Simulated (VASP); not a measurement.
VASP runs on BaHfO₃ (space group P1) share one base input (LDA (Ceperley-Alder, Perdew-Zunger), plane waves, VASP's LDA PAW potentials (set 64)) and change the settings named in each case.

### INCAR
```
SYSTEM = BaHfO3
PREC = Accurate
ENCUT = 400
EDIFF = 1E-6
NELM = 100
ALGO = Normal
LREAL = .FALSE.
LASPH = .TRUE.
ISMEAR = -1
SIGMA = 0.05
LMAXMIX = 6
LWAVE = .FALSE.
LCHARG = .FALSE.
ISIF = 2
```

**POSCAR**
```
BaHfO3
1
    4.1700000000     0.0000000000     0.0000000000
    0.0000000000     4.1700000000     0.0000000000
    0.0000000000     0.0000000000     4.1700000000
Ba Hf O
1 1 3
Direct
  0.0026340000   0.0061910000  -0.0054310000
  0.4968970000   0.4973550000   0.4976880000
  0.5005240000  -0.0049820000   0.5049240000
  0.0061370000   0.5092700000   0.5065190000
  0.4938080000   0.4921660000  -0.0037000000
```

### KPOINTS
```
Automatic
0
gamma
 4 4 4
0 0 0
```

POTCAR, in this order: Ba_sv Hf_pv O (LDA.64 set). Program: vasp_std.

```json
[
 {"change": "base run", "E(σ→0) (eV/atom)": "-9.5269", "pressure (GPa)": "-9.82", "largest force (eV/Å)": "0.491", "gap on the mesh (eV)": "3.43", "−TS (eV)": "0.0000"},
 {"change": "GGA = PS, POTCAR Ba_sv Hf_pv O (PBE.64 set)", "E(σ→0) (eV/atom)": "-9.1049", "pressure (GPa)": "-5.95", "largest force (eV/Å)": "0.518", "gap on the mesh (eV)": "3.49", "−TS (eV)": "0.0000"},
 {"change": "GGA_COMPAT = .FALSE., LNONCOLLINEAR = .TRUE., LSORBIT = .TRUE., MAGMOM = 0.0 0.0 0.0 0.0 0.0 0.0 0.0 0.0 0.0 0.0 0.0 0.0 0.0 0.0 0.0, program vasp_ncl", "E(σ→0) (eV/atom)": "-9.6959", "pressure (GPa)": "?", "largest force (eV/Å)": "?", "gap on the mesh (eV)": "?", "−TS (eV)": "0.0000"},
 {"change": "KPOINTS 1×1×1 Γ-centred mesh", "E(σ→0) (eV/atom)": "-5.9800", "pressure (GPa)": "32.03", "largest force (eV/Å)": "5.891", "gap on the mesh (eV)": "-", "−TS (eV)": "-0.0002"},
 {"change": "LDAU = .TRUE., LDAUJ = 0 0 0, LDAUL = -1 2 -1, LDAUTYPE = 2, LDAUU = 0 8.0 0", "E(σ→0) (eV/atom)": "-8.5789", "pressure (GPa)": "?", "largest force (eV/Å)": "?", "gap on the mesh (eV)": "?", "−TS (eV)": "0.0000"}
]
```

Q: What belongs in the gaps?

A: 
- LDAU = .TRUE., LDAUJ = 0 0 0, LDAUL = -1 2 -1, LDAUTYPE = 2, LDAUU = 0 8.0 0, pressure (GPa): 0.60
- LDAU = .TRUE., LDAUJ = 0 0 0, LDAUL = -1 2 -1, LDAUTYPE = 2, LDAUU = 0 8.0 0, largest force (eV/Å): 0.944
- LDAU = .TRUE., LDAUJ = 0 0 0, LDAUL = -1 2 -1, LDAUTYPE = 2, LDAUU = 0 8.0 0, gap on the mesh (eV): 4.48
- GGA_COMPAT = .FALSE., LNONCOLLINEAR = .TRUE., LSORBIT = .TRUE., MAGMOM = 0.0 0.0 0.0 0.0 0.0 0.0 0.0 0.0 0.0 0.0 0.0 0.0 0.0 0.0 0.0, program vasp_ncl, pressure (GPa): -9.75
- GGA_COMPAT = .FALSE., LNONCOLLINEAR = .TRUE., LSORBIT = .TRUE., MAGMOM = 0.0 0.0 0.0 0.0 0.0 0.0 0.0 0.0 0.0 0.0 0.0 0.0 0.0 0.0 0.0, program vasp_ncl, largest force (eV/Å): 0.484
- GGA_COMPAT = .FALSE., LNONCOLLINEAR = .TRUE., LSORBIT = .TRUE., MAGMOM = 0.0 0.0 0.0 0.0 0.0 0.0 0.0 0.0 0.0 0.0 0.0 0.0 0.0 0.0 0.0, program vasp_ncl, gap on the mesh (eV): 3.32

Energies of different potentials or functionals have different zeros.  Unless said otherwise, spin-orbit coupling is left out, though it shifts the bands of the heavy elements here. At 400 eV the pressure can carry a Pulay error.

Left out are runs that ran out of time, are held back, or changed the cell or the kind of run, fixed moments of cells without a moment, rows past the twelfth, gaps on odd meshes, pressures of charged cells and columns that move by less than the noise.

The structure is a typed BaHfO3 crystal. The cell was not relaxed at this level, its atoms were moved at random.
